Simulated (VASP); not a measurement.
All values below come from r2SCAN+rVV10, VASP's PBE PAW potentials (set 64) (plane waves; VASP).

VASP ran on this input.

**POSCAR**
```
Ru
2.702810
  0.4999999306  -0.8660253407   0.0000000000
  0.4999999306   0.8660253407   0.0000000000
  0.0000000000   0.0000000000   1.5751959234
Ru
2
Cartesian
  0.4999999306   0.2886756909   0.3937989808
  0.4999999306  -0.2886756909   1.1813969425
```

**INCAR**
```
SYSTEM=Ru
PREC=Accurate; ENCUT=520; LREAL=.FALSE.
LASPH=.TRUE.
EDIFF=1E-7; NELM=100; ALGO=Normal
LMAXMIX=4; LMIXTAU=.TRUE.
ISMEAR=-5
METAGGA=R2SCAN; LUSE_VDW=.TRUE.; BPARAM=11.95
CPARAM=0.0093
ISIF=2
LWAVE=.FALSE.; LCHARG=.FALSE.; LORBIT=11
NEDOS=601
```

File KPOINTS:
```
K-points
0
gamma
17 17 10
```

### KPOINTS_OPT
```
k-points along high-symmetry lines
6
Line-mode
Reciprocal
  0.000000   0.000000   0.000000 ! GAMMA
 -0.000000   0.500000   0.000000 ! M

 -0.000000   0.500000   0.000000 ! M
 -0.333333   0.666667   0.000000 ! K

 -0.333333   0.666667   0.000000 ! K
  0.000000   0.000000   0.000000 ! GAMMA

  0.000000   0.000000   0.000000 ! GAMMA
  0.000000   0.000000   0.500000 ! A

  0.000000   0.000000   0.500000 ! A
 -0.000000   0.500000   0.500000 ! L

 -0.000000   0.500000   0.500000 ! L
 -0.333333   0.666667   0.500000 ! H

 -0.333333   0.666667   0.500000 ! H
  0.000000   0.000000   0.500000 ! A

 -0.000000   0.500000   0.500000 ! L
 -0.000000   0.500000   0.000000 ! M

 -0.333333   0.666667   0.500000 ! H
 -0.333333   0.666667   0.000000 ! K
```

POTCAR, in this order: Ru_pv (PBE.64 set). Program: vasp_std.

The resulting files:

OSZICAR:
```
       N       E                     dE             d eps       ncg     rms          rms(c)
DAV:   1     0.256126620262E+03    0.25613E+03   -0.18457E+04  7136   0.178E+03
DAV:   2    -0.538073648831E+02   -0.30993E+03   -0.30433E+03  7492   0.511E+02
DAV:   3    -0.609843734968E+02   -0.71770E+01   -0.69741E+01  7484   0.836E+01
DAV:   4    -0.610730215685E+02   -0.88648E-01   -0.88457E-01  9340   0.773E+00
DAV:   5    -0.610742479018E+02   -0.12263E-02   -0.12272E-02  7940   0.803E-01    0.235E+01
DAV:   6    -0.510236946913E+02    0.10051E+02   -0.12418E+01  7142   0.410E+01    0.190E+00
DAV:   7    -0.497499096871E+02    0.12738E+01   -0.57183E-01  7264   0.757E+00    0.812E-01
DAV:   8    -0.503008630539E+02   -0.55095E+00   -0.64782E-01  7172   0.662E+00    0.155E+00
DAV:   9    -0.503072388860E+02   -0.63758E-02   -0.12008E-02  7270   0.119E+00    0.753E-01
DAV:  10    -0.503731882145E+02   -0.65949E-01   -0.11661E-02  7182   0.128E+00    0.432E-01
DAV:  11    -0.503729648886E+02    0.22333E-03   -0.39681E-03  7452   0.655E-01    0.184E-01
DAV:  12    -0.503764254973E+02   -0.34606E-02   -0.64378E-03  7236   0.818E-01    0.161E-01
DAV:  13    -0.503786813947E+02   -0.22559E-02   -0.14427E-03  7252   0.397E-01    0.521E-02
DAV:  14    -0.503789802841E+02   -0.29889E-03   -0.48073E-04  7260   0.239E-01    0.214E-02
DAV:  15    -0.503790063379E+02   -0.26054E-04   -0.56093E-05  7806   0.751E-02    0.246E-02
DAV:  16    -0.503789405035E+02    0.65834E-04   -0.14341E-04  7276   0.109E-01    0.132E-02
DAV:  17    -0.503790363086E+02   -0.95805E-04   -0.89510E-06  7430   0.230E-02    0.662E-03
DAV:  18    -0.503790269675E+02    0.93411E-05   -0.25660E-07  7966   0.351E-03    0.636E-03
DAV:  19    -0.503790272988E+02   -0.33129E-06   -0.19216E-08  3898   0.120E-03    0.616E-03
DAV:  20    -0.503790204677E+02    0.68311E-05   -0.94556E-07  7296   0.104E-02    0.253E-03
DAV:  21    -0.503790245669E+02   -0.40992E-05   -0.16314E-07  6272   0.287E-03    0.158E-03
DAV:  22    -0.503790217753E+02    0.27916E-05   -0.51539E-08  3772   0.234E-03    0.107E-03
DAV:  23    -0.503790250628E+02   -0.32875E-05   -0.41000E-08  3746   0.197E-03    0.408E-04
DAV:  24    -0.503790227131E+02    0.23497E-05   -0.71201E-09  3708   0.103E-03    0.888E-05
DAV:  25    -0.503790234993E+02   -0.78622E-06   -0.10520E-09  3714   0.288E-04    0.437E-05
DAV:  26    -0.503790233411E+02    0.15821E-06   -0.68211E-10  3700   0.206E-04    0.524E-05
DAV:  27    -0.503790235013E+02   -0.16021E-06   -0.30268E-10  3706   0.130E-04    0.176E-05
DAV:  28    -0.503790234900E+02    0.11357E-07   -0.15825E-10  3696   0.771E-05
   1 F= -.50379023E+02 E0= -.50379023E+02  d E =0.000000E+00
       N       E                     dE             ncg
```

**OUTCAR**
```
------------------------ aborting loop because EDIFF is reached ----------------------------------------
  FORCE on cell =-STRESS in cart. coord.  units (eV):
  Direction    XX          YY          ZZ          XY          YZ          ZX
  --------------------------------------------------------------------------------------
  Total       -0.0232527     -0.0232527      0.0605843      0.0000000     -0.0000000      0.0000000
  in kB       -1.3831572     -1.3831574      3.6037872      0.0000000     -0.0000000      0.0000000
  external PRESSURE =       0.2791575 kB  Pullay stress =       0.0000000 kB
  volume of cell :       26.93
      direct lattice vectors                 reciprocal lattice vectors
     1.351404812 -2.340701951  0.000000000     0.369985363 -0.213611135  0.000000000
     1.351404812  2.340701951  0.000000000     0.369985363  0.213611135  0.000000000
     0.000000000  0.000000000  4.257455294     0.000000000  0.000000000  0.234882091
 POSITION                                       TOTAL-FORCE (eV/Angst)
 -----------------------------------------------------------------------------------
      1.35140      0.78024      1.06436         0.000000      0.000000      0.000000
      1.35140     -0.78024      3.19309        -0.000000     -0.000000      0.000000
 -----------------------------------------------------------------------------------
    total drift:                               -0.000000      0.000505     -0.000045
  FREE ENERGIE OF THE ION-ELECTRON SYSTEM (eV)
  ---------------------------------------------------
  free  energy   TOTEN  =       -50.3790234900 eV

  energy  without entropy=      -50.3790234900  energy(sigma->0) =      -50.37902349

 total charge

# of ion       s       p       d       tot
------------------------------------------
    1        0.413   6.324   5.952  12.689
    2        0.413   6.324   5.952  12.689
--------------------------------------------------
tot          0.826  12.648  11.905  25.378
```
(Selected blocks of OUTCAR.)

**OUTCAR**
```
 val. band max:       13.0890092605   @ k =   0.4118   0.0588   0.3000

 cond. band min:      12.8456289188   @ k =   0.1765   0.0000   0.4000


 Fermi energy:        12.8733720392

 k-point     1 :       0.0000    0.0000    0.0000
  band No.  band energies     occupation
      1     -32.2599      2.00000
      2     -31.2302      2.00000
      3     -31.2302      2.00000
      4     -31.0381      2.00000
      5     -31.0381      2.00000
      6     -30.9808      2.00000
      7       4.4375      2.00000
      8       6.2948      2.00000
      9      10.1226      2.00000
     10      10.1226      2.00000
     11      10.3614      2.00000
     12      10.8472      2.00000
     13      10.8472      2.00000
     14      11.3508      2.00000
     15      11.3508      2.00000
     16      14.1121     -0.26354
     17      14.1121      0.00000
     18      14.2620      0.00000

 k-point     2 :       0.0588   -0.0000    0.0000
  band No.  band energies     occupation
      1     -32.2468      2.00000
      2     -31.2578      2.00000
      3     -31.2396      2.00000
      4     -31.0671      2.00000
      5     -31.0418      2.00000
      6     -30.9869      2.00000
      7       4.5737      2.00000
      8       6.3984      2.00000
      9       9.8511      2.00000
     10      10.2321      2.00000
     11      10.5982      2.00000
     12      10.7885      2.00000
     13      10.9479      2.00000
     14      11.2200      2.00000
     15      11.2670      2.00000
     16      12.9521      1.09031
     17      14.1650      0.00000
     18      15.6028      0.00000

 k-point     3 :       0.1176    0.0000    0.0000
  band No.  band energies     occupation
      1     -32.2083      2.00000
      2     -31.3370      2.00000
      3     -31.2661      2.00000
      4     -31.1492      2.00000
      5     -31.0526      2.00000
      6     -31.0056      2.00000
      7       4.9653      2.00000
      8       6.6785      2.00000
      9       9.4551      2.00000
...
```

For a metal the tetrahedron method with Blöchl corrections gives inexact stress and forces.

The compound is Ru in the hcp structure. It was relaxed first.
